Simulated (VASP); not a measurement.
The system is Li3Nd.

```
Nd Li
1.0
     0.00000    3.66696    3.66696
     3.66696    0.00000    3.66696
     3.66696    3.66696    0.00000
Nd Li
1 3
Direct
  0.00000 0.00000 0.00000
  0.50000 0.50000 0.50000
  0.75000 0.75000 0.75000
  0.25000 0.25000 0.25000
```

The cell comes from a database or a generator and needn't be the stable form of this composition.

| Item | Value |
| --- | --- |
| Program | VASP 6.6.1 |
| Task | single point |
| Functional | PBE |
| Potentials or basis | VASP PAW PBE potentials, release 64 (Nd, Li_sv) |
| Cutoff | 520 eV |
| k mesh | 6 × 6 × 6 |
| Occupations | fermi-dirac, width 0.05 eV |
| Spin | collinear spin, ferromagnetic start |
| Starting moments | [3.0, 0.0, 0.0, 0.0] μB |

On this cell: largest force zero by symmetry; net moment 4.60 μB per cell; site moments Nd +3.42; Li +0.01, +0.02 μB; band gap on the k mesh none (metal or under the smearing width).

The same run follows on a disturbed copy (atoms moved at random, drawn with an rms of 0.05 Å):

```xyz
4
Lattice="0.0000 3.6670 3.6670 3.6670 0.0000 3.6670 3.6670 3.6670 0.0000" Properties=species:S:1:pos:R:3 pbc="T T T"
Nd   -0.0460   -0.0179    0.0234
Li    3.6894    3.6297    3.6148
Li    5.5281    5.5520    5.4992
Li    1.7927    1.8536    1.8237
```

Task: What changes?

Result: The energy (extrapolated to zero smearing) moves by +3.6 meV/atom; largest force 0.215 eV/Å; net moment 4.57 μB per cell; site moments Nd +3.41; Li +0.01, +0.02 μB; band gap on the k mesh none (metal or under the smearing width).

Forces in eV/Å, atoms in the order of the input:
```
Nd   0.141  0.121 -0.108
Li  -0.067  0.069  0.080
Li  -0.072 -0.112  0.001
Li  -0.002 -0.078  0.027
```

Caveats: the magnetic or orbital state may not be the lowest; spin-orbit coupling is left out, which moves the levels of the heavy elements; without U or exact exchange the open f shell lies at the Fermi level, which spoils levels, moments and volumes.
